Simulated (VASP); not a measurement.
Input:

```yaml
crystal:
  lattice:
    - [0.00000, 2.64907, 2.64907]
    - [2.64907, 0.00000, 2.64907]
    - [2.64907, 2.64907, 0.00000]
  atoms:
    - { symbol: Yb, position: [0.00000, 0.00000, 0.00000] }
```

These are PBE GGA with D3 dispersion (zero damping), VASP's PBE PAW potentials (set 64) (plane waves; VASP 6.6.1) values and carry that method's errors. Settings: 520 eV cut-off, Gaussian smearing of 0.050 eV, potentials Yb_2.

The 4f electrons are frozen in the core of the lanthanide potential, so 4f levels, which can set the real gap, and their magnetism are missing.

Task: Give the energies of bands 4 to 7 at the high-symmetry points, in eV from the valence-band maximum.

Result: 
| band | Γ | X | U | L | W |
|---|---|---|---|---|---|
| 4 | -5.09 | -1.10 | -0.30 | -1.74 | -0.04 |
| 5 | 3.11 | 0.30 | 0.23 | 0.28 | 0.88 |
| 6 | 3.11 | 1.66 | 1.26 | 2.86 | 0.88 |
| 7 | 3.11 | 6.87 | 4.65 | 2.86 | 2.75 |

The gap is indirect, 0.03 eV, from the valence maximum at L-W at 0.71 to the conduction minimum at L-W at 0.64.

The compound is Yb in the fcc structure. It was relaxed first, which changed the volume by -10 %.
